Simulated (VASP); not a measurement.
Calculation: PBEsol GGA, VASP's PBE PAW potentials (set 64) (plane waves; VASP).

The input files of a VASP run:

**INCAR**
```
ALGO = Normal
EDIFF = 1E-6
EDIFFG = -0.02
ENCUT = 500
GGA = PS
IBRION = 2
ISIF = 3
ISMEAR = 1
LASPH = .True.
LCHARG = .False.
LMAXMIX = 4
LREAL = .False.
LWAVE = .False.
NELM = 100
NSW = 40
PREC = Accurate
PSTRESS = 300
SIGMA = 0.1
SYSTEM = Zn
```

POSCAR:
```
Zn
1
    1.2725716218    -2.2041596144    -0.0000000000
    1.2725716218     2.2041596144     0.0000000000
   -0.0000000000     0.0000000000     4.3123300805
Zn
2
Direct
  0.3333330000   0.6666670000   0.2500000000
  0.6666670000   0.3333330000   0.7500000000
```

File KPOINTS:
```
kpoints
0
G
 16 16 9
0 0 0
```

POTCAR, in this order: Zn (PBE.64 set). Program: vasp_std.

Question: What will the output report for the number of irreducible k-points (NKPTS), largest plane-wave count, number of space-group operations, FFT grid (NGX, NGY, NGZ)?

Answer: 
```json
{
 "number of irreducible k-points (NKPTS)": "150",
 "largest_plane_wave_count": "628",
 "number_of_space_group_operations": "24",
 "FFT grid (NGX, NGY, NGZ)": "20 × 20 × 32"
}
```

The compound is Zn in the hcp structure. This run relaxes it under an external pressure of 30 GPa. Symmetry was kept, so distortions that lower it aren't found.
